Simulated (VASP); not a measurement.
Ti2SnC, 8 atoms in the cell. Symmetry: P6_3/mmc, No. 194, hexagonal system. The conventional cell has a = 3.170 Å, b = 3.170 Å, c = 13.695 Å, α = 90.00°, β = 90.00°, γ = 120.00°. Sn (site symmetry -6m2) is surrounded by 6 Ti at 2.95 Å and 6 Sn at 3.17 Å. Around Ti (site symmetry 3m) lie 3 C at 2.14 Å. C (site symmetry -3m) is surrounded by 6 Ti at 2.14 Å. The cell comes from a database or a generator and needn't be the stable form of this composition.

```yaml
Program: VASP 6.6.1
Task: single point
Functional: PBEsol
Potentials_or_basis: VASP PAW PBE potentials, release 64 (Sn_d, Ti_sv, C)
Cutoff: 520 eV
k_mesh: 10 × 10 × 2
Occupations: fermi-dirac, width 0.05 eV
Spin: no spin polarisation
Ladder: free
Further_INCAR_settings: ALGO = Normal; EDIFF = 1e-07; NBANDS = 52
```

Potentials or basis: VASP PAW PBE potentials, release 64 (Sn_d, Ti_sv, C).

The run is started by

```console
$ cat potpaw_PBE.64/Sn_d/POTCAR potpaw_PBE.64/Ti_sv/POTCAR potpaw_PBE.64/C/POTCAR > POTCAR
$ mpirun -np 2 vasp_std > vasp.out
```

Hardware: 2 MPI ranks on Intel(R) Xeon(R) Platinum 8559C (Emerald Rapids) (shared host).

How long does it take, and how much memory?

It took 55 s on 2 MPI ranks on Intel(R) Xeon(R) Platinum 8559C (Emerald Rapids), with other jobs on the host, peak memory 0.31 GiB a rank. Counts: scf iterations 17, k points 28.
